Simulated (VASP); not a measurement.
Input:

```xyz
4
Lattice="4.4610 0.0000 0.0000 0.0000 4.4610 0.0000 0.0000 0.0000 6.2362" Properties=species:S:1:pos:R:3 pbc="T T T"
Te     2.2305     2.2305     0.0000
Pb     0.0000     0.0000     0.0000
Pb     2.2305     2.2305     3.1181
S      0.0000     0.0000     3.1181
```

Level of theory: r2SCAN meta-GGA, VASP's PBE PAW potentials (set 64) (plane waves; VASP). Run with 400 eV cut-off, 6×6×4 Γ-centred mesh, tetrahedra with Blöchl corrections, potentials Te Pb_d S.

Unless said otherwise, spin-orbit coupling is left out, though it shifts the bands of the heavy elements here.

**Question.** Give the energies of bands 14 to 23 at the high-symmetry points, in eV from the valence-band maximum.

**Answer.** 
| band | Γ | X | M | Z | R | A |
|---|---|---|---|---|---|---|
| 14 | -5.91 | -7.92 | -7.29 | -6.84 | -8.86 | -8.25 |
| 15 | -4.86 | -3.70 | -4.89 | -2.64 | -1.58 | -4.43 |
| 16 | -3.16 | -3.21 | -4.89 | -2.64 | -1.49 | -4.43 |
| 17 | -3.16 | -1.69 | -3.43 | -2.41 | -1.39 | -3.70 |
| 18 | -1.89 | -1.41 | -3.01 | -2.41 | -1.22 | -3.70 |
| 19 | -1.78 | -1.10 | -3.01 | -1.68 | -0.14 | -1.08 |
| 20 | -1.78 | -0.64 | -2.97 | -1.40 | 0.00 | -0.36 |
| 21 | 3.75 | 1.69 | 3.87 | 2.38 | 0.33 | 2.02 |
| 22 | 4.41 | 1.75 | 3.87 | 2.90 | 1.16 | 2.11 |
| 23 | 4.41 | 1.77 | 4.81 | 4.25 | 1.39 | 4.09 |

The gap is direct, 0.33 eV, from the valence maximum at R to the conduction minimum at R.

The structure comes from a computed database's TePb2S entry (P4/mmm); how it stands against other phases isn't given here. It was relaxed first.
